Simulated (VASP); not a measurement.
Write the native input for VASP 6.6.1 that does the following.

```yaml
Task: relaxation of cell and atoms
Functional: PBE
Potentials_or_basis: VASP PAW PBE potentials, release 64 (Be, Cd, Te)
Cutoff: 520 eV
k_mesh: 4 × 4 × 4
Occupations: gaussian, width 0.03 eV
Spin: no spin polarisation
Further_INCAR_settings: ALGO = Normal; EDIFF = 1e-06; IBRION = 2; EDIFFG = -0.01; NSW = 90; ISIF = 3
```

The structure of Be3CdTe4 lies in POSCAR:

```
Be3CdTe4
1.0
    8.3860000000      0.0000000000      0.0000000000
    0.0000000000      7.1720000000      0.0000000000
    0.0000000000      0.0000000000      6.8440000000
Be Cd Te
6 2 8
Direct
    0.7497018800      0.6623675400      0.4992694300
    0.2502981200      0.6623675400      0.4992694300
    0.5000000000      0.8241076400      0.9982466400
    0.0000000000      0.1758923600      0.4982466400
    0.2497018800      0.3376324600      0.9992694300
    0.7502981200      0.3376324600      0.9992694300
    0.0000000000      0.8328918000      0.0054062000
    0.5000000000      0.1671082000      0.5054062000
    0.0000000000      0.8402816500      0.4167153700
    0.5000000000      0.7973368700      0.3603156000
    0.7268065800      0.6526073600      0.8606078300
    0.2731934200      0.6526073600      0.8606078300
    0.2268065800      0.3473926400      0.3606078300
    0.7731934200      0.3473926400      0.3606078300
    0.5000000000      0.1597183500      0.9167153700
    0.0000000000      0.2026631300      0.8603156000
```

The cell was built by a generator and needn't be a form met in nature.

These files were run (other wordings do the same):

INCAR

```
SYSTEM = Be3CdTe4
PREC = Accurate
ENCUT = 520
EDIFF = 1E-6
ISMEAR = 0
SIGMA = 0.03
LREAL = .False.
LASPH = .True.
NELM = 120
ALGO = Normal
ISIF = 3
LWAVE = .False.
LCHARG = .False.
GGA = PE
IBRION = 2
NSW = 90
EDIFFG = -0.01
KPAR = 8
```

KPOINTS

```
regular mesh
0
Gamma
  4 4 4
  0 0 0
```

Potentials or basis: VASP PAW PBE potentials, release 64 (Be, Cd, Te).

Command:

```console
$ cat potpaw_PBE.64/Be/POTCAR potpaw_PBE.64/Cd/POTCAR potpaw_PBE.64/Te/POTCAR > POTCAR
$ mpirun -np 8 vasp_std > vasp.out
```

It gave:

- Relaxed volume: 25.63 Å³/atom
- Relaxed cell: a = 8.330 Å, b = 7.185 Å, c = 6.851 Å, α = 90.00°, β = 90.00°, γ = 90.00°
- Space group after relaxing (to 0.05 Å): Pmn2_1 (No. 31)
- Energy gained by relaxing: 0.7 meV/atom
- Ionic steps: 12
- Pressure after relaxing: 0.0 GPa
- Largest force after relaxing: 0.008 eV/Å
- Band gap on the k mesh: 1.80 eV, indirect (least direct gap 1.99 eV)

Caveat: spin-orbit coupling is left out, which moves the levels of the heavy elements.

It took 22 min on 8 MPI ranks on Intel(R) Xeon(R) Platinum 8375C CPU @ 2.90GHz (Ice Lake), with other jobs on the host, peak memory 0.82 GiB a rank.
